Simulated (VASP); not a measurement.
# YZn: single point with LDA

The system is YZn.

```
Y Zn
1.0
     0.00000    2.87962    2.87962
     2.87962    0.00000    2.87962
     2.87962    2.87962    0.00000
Y Zn
1 1
Cartesian
  0.0000 0.0000 0.0000
  2.8796 2.8796 2.8796
```

The cell comes from a database or a generator and needn't be the stable form of this composition.

```json
{"Program": "VASP 6.6.1", "Task": "single point", "Functional": "LDA", "Potentials or basis": "VASP PAW LDA potentials, release 64 (Y_sv, Zn)", "Cutoff": "520 eV", "k mesh": "9 × 9 × 9", "Occupations": "methfessel-paxton, width 0.1 eV", "Spin": "no spin polarisation", "Dipole correction": "no", "Further INCAR settings": "ALGO = Fast; EDIFF = 1e-06; NBANDS = 18"}
```

| Property | Result |
| --- | --- |
| Pressure | 0.2 GPa |
| Band gap on the k mesh | none (metal or under the smearing width) |

Levels at points of the mesh, in eV from the Fermi level:
| k point | band 8 | band 9 | band 10 | band 11 | band 12 | band 13 | band 14 | band 15 |
| --- | --- | --- | --- | --- | --- | --- | --- | --- |
| (0.00, 0.00, 0.00) | -7.35 | -7.35 | -6.71 | 1.74 | 1.74 | 1.74 | 2.88 | 2.88 |

Wall time 66 s on 1 thread of Intel(R) Xeon(R) Platinum 8488C (Sapphire Rapids) (shared host), peak memory 0.17 GiB.
